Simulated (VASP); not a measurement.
All values below come from PBE GGA, VASP's PBE PAW potentials (set 64) (plane waves; VASP).

VASP ran on this input.

**INCAR**
```
SYSTEM = Ta
PREC = Accurate; ENCUT = 400; LREAL = .False.
LASPH = .True.
EDIFF = 1E-6; NELM = 100; ALGO = Normal
LMAXMIX = 6
ISMEAR = 1; SIGMA = 0.1
GGA = PE
ISIF = 2
LWAVE = .False.; LCHARG = .False.
```

KPOINTS:
```
Automatic mesh
0
Gamma
14 14 14
0 0 0
```

POSCAR:
```
Ta
1
   -1.6500000000     1.6500000000     1.6500000000
    1.6500000000    -1.6500000000     1.6500000000
    1.6500000000     1.6500000000    -1.6500000000
Ta
1
Direct
  0.0000000000   0.0000000000   0.0000000000
```

POTCAR, in this order: Ta_pv (PBE.64 set). Program: vasp_std.

Problem. What will the output report for the number of irreducible k-points (NKPTS), number of bands (NBANDS), largest plane-wave count, number of space-group operations, FFT grid (NGX, NGY, NGZ)?

Solution. 
```json
{
 "number of irreducible k-points (NKPTS)": "104",
 "number of bands (NBANDS)": "9",
 "largest_plane_wave_count": "339",
 "number_of_space_group_operations": "48",
 "FFT grid (NGX, NGY, NGZ)": "20 × 20 × 20"
}
```

The compound is Ta in the bcc structure. The cell was not relaxed at this level.
